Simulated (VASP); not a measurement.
VASP runs on Tl (space group P6_3/mmc) share one base input (PBE GGA, plane waves, VASP's PBE PAW potentials (set 64)) and change the settings named in each case.

INCAR:
```
! general
SYSTEM =Tl
PREC   =Accurate
ENCUT  =300
LREAL  =.FALSE.   ! projection in real space or not
LASPH  =.TRUE.   ! aspherical one-centre terms

! electronic loop
EDIFF  =1E-6   ! SCF stop (eV)
NELM   =100   ! most electronic steps
ALGO   =Normal   ! blocked Davidson
LMAXMIX=4   ! l cut-off of mixed one-centre charges

! smearing
ISMEAR =0
SIGMA  =0.1

! functional
GGA    =PE   ! PBE

! ions
ISIF   =2   ! forces and stress, cell fixed

! output
LWAVE  =.FALSE.
LCHARG =.FALSE.
```

File KPOINTS:
```
Automatic mesh
0
Gamma
7 7 2
0 0 0
```

POSCAR:
```
Tl
1
    3.4529940000     0.0000000000     0.0000000000
   -1.7264970000     2.9903800000     0.0000000000
    0.0000000000     0.0000000000    11.1100300000
Tl
4
Direct
  0.0000000000   0.0000000000   0.0000000000
  0.0000000000   0.0000000000   0.5000000000
  0.3333330000   0.6666670000   0.2500000000
  0.6666670000   0.3333330000   0.7500000000
```

POTCAR, in this order: Tl_d (PBE.64 set). Program: vasp_std.

```json
[
 {"change": "base run", "E(σ→0) (eV/atom)": "-2.1790", "pressure (GPa)": "2.39", "−TS (eV)": "-0.0192"},
 {"change": "GGA removed, POTCAR Tl_d (LDA.64 set)", "E(σ→0) (eV/atom)": "-2.9020", "pressure (GPa)": "___", "−TS (eV)": "-0.0192"},
 {"change": "GGA_COMPAT = .FALSE., LNONCOLLINEAR = .TRUE., LSORBIT = .TRUE., MAGMOM = 0.0 0.0 0.0 0.0 0.0 0.0 0.0 0.0 0.0 0.0 0.0 0.0, program vasp_ncl", "E(σ→0) (eV/atom)": "-2.4761", "pressure (GPa)": "2.02", "−TS (eV)": "-0.0189"},
 {"change": "KPOINTS 2×2×1 Γ-centred mesh", "E(σ→0) (eV/atom)": "-2.8786", "pressure (GPa)": "0.44", "−TS (eV)": "-0.0386"}
]
```

Fill in the missing entries.

- GGA removed, POTCAR Tl_d (LDA.64 set), pressure (GPa): -2.37

Energies of different potentials or functionals have different zeros.  Unless said otherwise, spin-orbit coupling is left out, though it shifts the bands of the heavy elements here. At 300 eV the pressure can carry a Pulay error.

Left out are runs that ran out of time, are held back, or changed the cell or the kind of run, fixed moments of cells without a moment, rows past the twelfth, gaps on odd meshes, pressures of charged cells and columns that move by less than the noise.

The structure was generated: Tl was put into an ordered model structure, which need not be its known phase. The cell was not relaxed at this level.
